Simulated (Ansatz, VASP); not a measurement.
## Cross-check of Si2W between VASP and Ansatz

One calculation is typed for both programs; each brings its own data sets. How far apart do they land? The cell is taken from a series of runs on this material, whose earlier steps may have relaxed, scaled, displaced or heated it; both programs get it as it stands.

Program: Ansatz 0.2.0. Level of theory: plane waves, with VASP 6.6.1 beside it; zone-centre phonons at PBEsol. Results are calculated unless marked as measured.

## (1) Set-up

Symmetry: I4/mmm, No. 139, tetragonal system. Conventional cell: a = 3.203 Å, b = 3.203 Å, c = 7.816 Å, α = 90.00°, β = 90.00°, γ = 90.00°. Nearest to Si lie 5 Si at 2.59 to 2.62 Å and 5 W at 2.61 Å. W has 10 Si at 2.61 Å nearest. Farther neighbours are not listed.

Coordinates:

```xyz
3
Lattice="-1.6015 1.6015 3.9080 1.6015 -1.6015 3.9080 1.6015 1.6015 -3.9080" Properties=species:S:1:pos:R:3 pbc="T T T"
Si    0.0000    0.0000    2.6147
Si    0.0000    0.0000    5.2012
W     0.0000    0.0000    0.0000
```

## (2) VASP: zone-centre phonons, PBEsol

Second derivatives magnify differences that forces hide, and they need a tight electronic threshold.

Lines of VASP's logs that name or quote its potential files are left out, and so is its time.

INCAR

```
SYSTEM = Si2W
PREC = Accurate
ENCUT = 600
EDIFF = 1E-08
NELM = 120
ISMEAR = 1
SIGMA = 0.2
LREAL = .FALSE.
ALGO = Normal
GGA = PS
NBANDS = 13
LASPH = .TRUE.
LORBIT = 11
LWAVE = .FALSE.
LCHARG = .FALSE.
ISIF = 2
IBRION = 8
GGA_COMPAT = .FALSE.
KPAR = 2
```

POSCAR

```
Si2W
1.0
   -1.6014718129      1.6014718129      3.9079583359
    1.6014718129     -1.6014718129      3.9079583359
    1.6014718129      1.6014718129     -3.9079583359
Si W
2 1
Direct
    0.3345353614      0.3345353614      0.0000000000
    0.6654646386      0.6654646386      0.0000000000
    0.0000000000      0.0000000000      0.0000000000
```

KPOINTS

```
Automatic mesh
0
Gamma
20 20 20
0 0 0
```

PAW data sets: Si and W (PBE family, release 64).

On the command line:

```
$ mpirun -np 2 vasp_std
```

Numbers of over 12 decimals in the logs are rounded to 6 here.

Log:

```text
[banner, memory and clock lines left out]
running    2 mpi-ranks, on    1 nodes
 distrk:  each k-point on    1 cores,    2 groups
 distr:  one band on    1 cores,    1 groups

 POSCAR found type information on POSCAR SiW
 POSCAR found :  2 types and       3 ions
|                                                                             |
|               ----> ADVICE to this user running VASP <----                  |
|                                                                             |
|     You enforced a specific xc type in the INCAR file but a different       |
|     [... a line on the potential file left out ...]
|     I HOPE YOU KNOW WHAT YOU ARE DOING!                                     |
|                                                                             |

 LDA part: xc-table for (Slater+PW92), standard interpolation
 POSCAR, INCAR and KPOINTS ok, starting setup
 FFT: planning ... GRIDC
 FFT: planning ... GRID_SOFT
 FFT: planning ... GRID
 WAVECAR not read
 entering main loop
       N       E                     dE             d eps       ncg     rms          rms(c)
DAV:   1     0.331485827378E+02    0.33149E+02   -0.65981E+03 16666   0.106E+03
DAV:   2    -0.247694712793E+02   -0.57918E+02   -0.52789E+02 20268   0.203E+02
DAV:   3    -0.275727422692E+02   -0.28033E+01   -0.27106E+01 22914   0.355E+01
DAV:   4    -0.276135203529E+02   -0.40778E-01   -0.40682E-01 19825   0.482E+00
DAV:   5    -0.276141514799E+02   -0.63113E-03   -0.63085E-03 23769   0.529E-01    0.266E+01
DAV:   6    -0.268712890639E+02    0.74286E+00   -0.20885E+00 24901   0.917E+00    0.112E+01
DAV:   7    -0.267495259668E+02    0.12176E+00   -0.20597E-01 18952   0.303E+00    0.551E+00
DAV:   8    -0.267249956767E+02    0.24530E-01   -0.39696E-02 21782   0.143E+00    0.515E-01
DAV:   9    -0.267247083522E+02    0.28732E-03   -0.20689E-03 19892   0.312E-01    0.279E-01
DAV:  10    -0.267246735812E+02    0.34771E-04   -0.32932E-04 21232   0.116E-01    0.560E-02
DAV:  11    -0.267246571581E+02    0.16423E-04   -0.49941E-05 20970   0.501E-02    0.207E-02
DAV:  12    -0.267246573581E+02   -0.19994E-06   -0.17063E-06 20815   0.101E-02    0.891E-03
DAV:  13    -0.267246571395E+02    0.21856E-06   -0.12422E-07 20882   0.256E-03    0.146E-03
DAV:  14    -0.267246571162E+02    0.23293E-07   -0.61276E-09 13473   0.555E-04    0.244E-04
DAV:  15    -0.267246571192E+02   -0.30172E-08   -0.67646E-10 10728   0.261E-04
   1 F= -.26724657E+02 E0= -.26724990E+02  d E =0.997233E-03
 Linear response reoptimize wavefunctions to high precision
DAV:   1    -0.267246571264E+02   -0.71932E-08   -0.12850E-10 12804   0.929E-05
DAV:   2    -0.267246571264E+02   -0.50022E-11   -0.20085E-11 10053   0.456E-05
 Linear response DOF=           4
 Linear response progress:
  Degree of freedom:   1/  4
       N       E                     dE             d eps       ncg     rms          rms(c)
RMM:   1    -0.179351829948E-01   -0.17935E-01    0.14819E-02136195   0.888E-01
RMM:   2    -0.165370356665E-01    0.13981E-02   -0.69172E-04 88451   0.214E-01    0.929E-02
RMM:   3    -0.166062007119E-01   -0.69165E-04   -0.14226E-04 89164   0.603E-02    0.508E-02
RMM:   4    -0.167609899924E-01   -0.15479E-03   -0.89463E-05 88690   0.453E-02    0.116E-02
RMM:   5    -0.167444165868E-01    0.16573E-04   -0.16448E-06 92780   0.911E-03    0.116E-03
RMM:   6    -0.167496792784E-01   -0.52627E-05   -0.23561E-07 93524   0.166E-03    0.680E-04
RMM:   7    -0.167490971660E-01    0.58211E-06    0.55719E-09 95096   0.386E-04    0.611E-05
RMM:   8    -0.167495386923E-01   -0.44153E-06   -0.88597E-09 96270   0.126E-04    0.162E-05
RMM:   9    -0.167495061749E-01    0.32517E-07    0.13132E-09 99316   0.345E-05    0.273E-06
RMM:  10    -0.167495127154E-01   -0.65404E-08   -0.30797E-11 99583   0.154E-05    0.113E-06
 first order change of Fermi-energy   0.18237E-04
 force on displaced ion       1 direction 1 :  -8.844  -0.000  -0.000
 Linear response progress:
  Degree of freedom:   2/  4
       N       E                     dE             d eps       ncg     rms          rms(c)
RMM:   1    -0.251566878939E-01   -0.25157E-01    0.38417E-02 41980   0.110E+00
RMM:   2    -0.224910917263E-01    0.26656E-02   -0.11535E-03 26780   0.279E-01    0.147E-01
RMM:   3    -0.224809489308E-01    0.10143E-04   -0.46650E-04 26875   0.104E-01    0.989E-02
RMM:   4    -0.225632684882E-01   -0.82320E-04   -0.61784E-05 27952   0.378E-02    0.412E-02
RMM:   5    -0.226031841172E-01   -0.39916E-04   -0.44576E-06 27998   0.104E-02    0.129E-02
RMM:   6    -0.226054895441E-01   -0.23054E-05   -0.27969E-07 28186   0.335E-03    0.190E-03
RMM:   7    -0.226036782959E-01    0.18112E-05   -0.77068E-08 28869   0.121E-03    0.604E-04
RMM:   8    -0.226035672943E-01    0.11100E-06   -0.44672E-09 29599   0.236E-04    0.118E-04
RMM:   9    -0.226038493525E-01   -0.28206E-06   -0.96021E-10 29362   0.783E-05    0.141E-05
RMM:  10    -0.226038253176E-01    0.24035E-07    0.23765E-09 30615   0.245E-05    0.461E-06
RMM:  11    -0.226038258411E-01   -0.52350E-09    0.41915E-10 29446   0.162E-05    0.109E-06
 first order change of Fermi-energy  -0.45275E+00
 force on displaced ion       1 direction 3 :  -0.000  -0.000 -14.271
 Linear response progress:
  Degree of freedom:   3/  4
       N       E                     dE             d eps       ncg     rms          rms(c)
RMM:   1    -0.120837655402E+00   -0.12084E+00   -0.10360E-01 59111   0.179E+00
RMM:   2    -0.119802737964E+00    0.10349E-02   -0.13316E-03 47258   0.261E-01    0.155E-01
RMM:   3    -0.119426969241E+00    0.37577E-03   -0.20401E-04 48479   0.806E-02    0.882E-02
RMM:   4    -0.119525982232E+00   -0.99013E-04   -0.25815E-04 47830   0.936E-02    0.121E-02
RMM:   5    -0.119516076643E+00    0.99056E-05   -0.69188E-06 51805   0.171E-02    0.347E-03
RMM:   6    -0.119521669144E+00   -0.55925E-05   -0.14085E-07 50907   0.222E-03    0.808E-04
RMM:   7    -0.119521354868E+00    0.31428E-06   -0.13549E-08 52860   0.579E-04    0.125E-04
RMM:   8    -0.119521257548E+00    0.97320E-07   -0.58320E-09 52912   0.139E-04    0.380E-05
RMM:   9    -0.119521015121E+00    0.24243E-06   -0.54448E-09 54570   0.586E-05    0.612E-06
RMM:  10    -0.119520969846E+00    0.45275E-07   -0.11841E-08 55381   0.346E-05    0.256E-06
RMM:  11    -0.119520988803E+00   -0.18956E-07   -0.51693E-09 53690   0.286E-05    0.194E-07
RMM:  12    -0.119520990114E+00   -0.13112E-08   -0.51918E-09 37982   0.251E-05    0.866E-08
 first order change of Fermi-energy  -0.87072E-03
 force on displaced ion       3 direction 1 : -11.055   0.000   0.000
 Linear response progress:
  Degree of freedom:   4/  4
       N       E                     dE             d eps       ncg     rms          rms(c)
RMM:   1    -0.137853672127E+00   -0.13785E+00   -0.12719E-01 32547   0.186E+00
RMM:   2    -0.133358757125E+00    0.44949E-02   -0.21621E-03 25824   0.318E-01    0.182E-01
RMM:   3    -0.132719197016E+00    0.63956E-03   -0.71628E-04 26806   0.128E-01    0.971E-02
RMM:   4    -0.132752645661E+00   -0.33449E-04   -0.28675E-04 26768   0.931E-02    0.273E-02
RMM:   5    -0.132808130065E+00   -0.55484E-04   -0.41007E-05 26811   0.377E-02    0.682E-03
RMM:   6    -0.132816754908E+00   -0.86248E-05   -0.72857E-07 29205   0.510E-03    0.163E-03
RMM:   7    -0.132810199104E+00    0.65558E-05   -0.11894E-07 27784   0.162E-03    0.221E-04
RMM:   8    -0.132810715526E+00   -0.51642E-06   -0.66657E-09 29258   0.301E-04    0.105E-04
RMM:   9    -0.132810806736E+00   -0.91210E-07   -0.43992E-09 29812   0.839E-05    0.479E-05
RMM:  10    -0.132810759270E+00    0.47466E-07   -0.45517E-09 29988   0.459E-05    0.401E-06
RMM:  11    -0.132810774565E+00   -0.15295E-07   -0.11940E-08 30759   0.293E-05    0.138E-06
RMM:  12    -0.132810775499E+00   -0.93436E-09   -0.56067E-09 23813   0.252E-05    0.256E-07
 first order change of Fermi-energy   0.51447E-03
 force on displaced ion       3 direction 3 :   0.000   0.000 -14.946
 Linear response finished
```

From OUTCAR (step 2):

```text
ion  position               nearest neighbor table
   1  0.335  0.335  0.000-   2 2.59   3 2.61   3 2.61   3 2.61   3 2.61   3 2.61   2 2.62   2 2.62
                             2 2.62   2 2.62
   2  0.665  0.665  0.000-   1 2.59   3 2.61   3 2.61   3 2.61   3 2.61   3 2.61   1 2.62   1 2.62
                             1 2.62   1 2.62
   3  0.000  0.000  0.000-   2 2.61   1 2.61   2 2.61   1 2.61   2 2.61   1 2.61   1 2.61   2 2.61
                             1 2.61   2 2.61

  LATTYP: Found a body centered tetragonal cell.
 ALAT       =     3.2029436258
 C/A-ratio  =     2.4402292344

 Subroutine GETGRP returns: Found 16 space group operations
 (whereof 16 operations were pure point group operations)

The static configuration has the point symmetry D_4h.

 Found    641 irreducible k-points:

   k-points           NKPTS =    641   k-points in BZ     NKDIM =    641   number of bands    NBANDS=     13

   dimension x,y,z NGX =    36 NGY =   36 NGZ =   36
   dimension x,y,z NGXF=    72 NGYF=   72 NGZF=   72

   ENCUT  =  600.0 eV  44.10 Ry    6.64 a.u.   9.02  9.02  9.02*2*pi/ulx,y,z

   NELECT =      14.0000    total number of electrons

 k-points in reciprocal lattice and weights: Automatic mesh
   0.00000000  0.00000000  0.00000000       0.000
   0.05000000  0.00000000  0.00000000       0.001
   0.10000000 -0.00000000  0.00000000       0.001
   0.15000000 -0.00000000  0.00000000       0.001
   0.20000000 -0.00000000  0.00000000       0.001
   0.25000000 -0.00000000  0.00000000       0.001
   0.30000000 -0.00000000  0.00000000       0.001
   0.35000000  0.00000000 -0.00000000       0.001
   0.40000000 -0.00000000  0.00000000       0.001
[...]
-0.45000000 -0.45000000  0.45000000       0.000
   0.50000000  0.50000000  0.50000000       0.000

 average (electrostatic) potential at core
       1 -78.9707       2 -78.9707       3 -34.5202

  Total       -0.0703198     -0.0703198     -0.0704452      0.0000000      0.0000000     -0.0000000
  in kB       -2.8102172     -2.8102172     -2.8152266      0.0000000      0.0000000     -0.0000000
  external PRESSURE =      -2.8118870 kB  Pullay stress =       0.0000000 kB

  energy-cutoff  :      600.00
  volume of cell :       40.09
      direct lattice vectors                 reciprocal lattice vectors
    -1.601471813  1.601471813  3.907958336     0.000000000  0.312212801  0.127944046
     1.601471813 -1.601471813  3.907958336     0.312212801  0.000000000  0.127944046
     1.601471813  1.601471813 -3.907958336     0.312212801  0.312212801  0.000000000

 POSITION                                       TOTAL-FORCE (eV/Angst)
 -----------------------------------------------------------------------------------
      0.00000      0.00000      2.61470         0.000000      0.000000      0.004030
      0.00000      0.00000      5.20122         0.000000      0.000000     -0.004030
      0.00000      0.00000      0.00000        -0.000000     -0.000000      0.000000
 -----------------------------------------------------------------------------------
    total drift:                               -0.000000      0.000000      0.000000

 Eigenvectors and eigenvalues of the dynamical matrix
 ----------------------------------------------------

   1 f  =   13.540614 THz    85.078188 2PiTHz  451.666274 cm-1    55.999456 meV
             X         Y         Z           dx          dy          dz
      0.000000  0.000000  2.614701    -0.000000    0.000000   -0.707107
      0.000000  0.000000  5.201216    -0.000000    0.000000    0.707107
      0.000000  0.000000  0.000000     0.000000   -0.000000    0.000000

   2 f  =   10.287593 THz    64.638855 2PiTHz  343.157173 cm-1    42.546048 meV
             X         Y         Z           dx          dy          dz
      0.000000  0.000000  2.614701     0.159583    0.688864    0.000000
      0.000000  0.000000  5.201216    -0.159583   -0.688864   -0.000000
      0.000000  0.000000  0.000000     0.000000   -0.000000    0.000000

   3 f  =   10.287593 THz    64.638855 2PiTHz  343.157173 cm-1    42.546048 meV
             X         Y         Z           dx          dy          dz
      0.000000  0.000000  2.614701     0.688864   -0.159583    0.000000
      0.000000  0.000000  5.201216    -0.688864    0.159583   -0.000000
      0.000000  0.000000  0.000000     0.000000    0.000000    0.000000

   4 f  =    9.213750 THz    57.891696 2PiTHz  307.337607 cm-1    38.104990 meV
             X         Y         Z           dx          dy          dz
      0.000000  0.000000  2.614701     0.000000   -0.000000   -0.618856
      0.000000  0.000000  5.201216     0.000000   -0.000000   -0.618856
      0.000000  0.000000  0.000000     0.000000   -0.000000    0.483772

   5 f  =    7.923626 THz    49.785610 2PiTHz  264.303714 cm-1    32.769469 meV
             X         Y         Z           dx          dy          dz
      0.000000  0.000000  2.614701    -0.618845   -0.000000   -0.000000
      0.000000  0.000000  5.201216    -0.618845   -0.000000    0.000000
      0.000000  0.000000  0.000000     0.483799    0.000000    0.000000

   6 f  =    7.923626 THz    49.785610 2PiTHz  264.303714 cm-1    32.769469 meV
             X         Y         Z           dx          dy          dz
      0.000000  0.000000  2.614701    -0.000000    0.618845    0.000000
      0.000000  0.000000  5.201216    -0.000000    0.618845   -0.000000
      0.000000  0.000000  0.000000     0.000000   -0.483799    0.000000

   7 f/i=    0.000145 THz     0.000914 2PiTHz    0.004852 cm-1     0.000602 meV
             X         Y         Z           dx          dy          dz
      0.000000  0.000000  2.614701    -0.000000    0.000000    0.342079
      0.000000  0.000000  5.201216    -0.000000    0.000000    0.342079
      0.000000  0.000000  0.000000    -0.000000    0.000000    0.875194

   8 f/i=    0.000369 THz     0.002319 2PiTHz    0.012313 cm-1     0.001527 meV
             X         Y         Z           dx          dy          dz
      0.000000  0.000000  2.614701     0.113978   -0.322552    0.000000
      0.000000  0.000000  5.201216     0.113978   -0.322552    0.000000
      0.000000  0.000000  0.000000     0.291588   -0.825176    0.000000

   9 f/i=    0.000369 THz     0.002319 2PiTHz    0.012313 cm-1     0.001527 meV
             X         Y         Z           dx          dy          dz
      0.000000  0.000000  2.614701    -0.322552   -0.113978    0.000000
      0.000000  0.000000  5.201216    -0.322552   -0.113978    0.000000
      0.000000  0.000000  0.000000    -0.825176   -0.291588    0.000000

 ELASTIC MODULI CONTR FROM IONIC RELAXATION (kBar)
 Direction    XX          YY          ZZ          XY          YZ          ZX
 --------------------------------------------------------------------------------
 XX         -24.2164    -24.2164    -32.8803      0.0000      0.0000     -0.0000
 YY         -24.2164    -24.2164    -32.8803      0.0000      0.0000     -0.0000
 ZZ         -32.8803    -32.8803    -44.6439      0.0000      0.0000     -0.0000
 XY           0.0000      0.0000      0.0000      0.0000      0.0000      0.0000
 YZ           0.0000      0.0000      0.0000      0.0000    -28.7036      0.0000
 ZX          -0.0000     -0.0000     -0.0000      0.0000      0.0000    -10.2756
 --------------------------------------------------------------------------------
```

The data set W keeps the semicore shell frozen, which is cheaper and a little less accurate.

(Continued in part 2 of 2.)

[Lines on the potential files, build, host, timing and source positions are cut from VASP's logs without a mark.]

[Logs are printed without paths, hosts, clocks, repeated set-up lines and the standing remarks that a program may print on its own settings, such as how far it seeks lower states.]

[Hosts, paths, dates, database ids (printed as entryN), source tags and the programs' standing remarks are cut or masked in the printed files.]
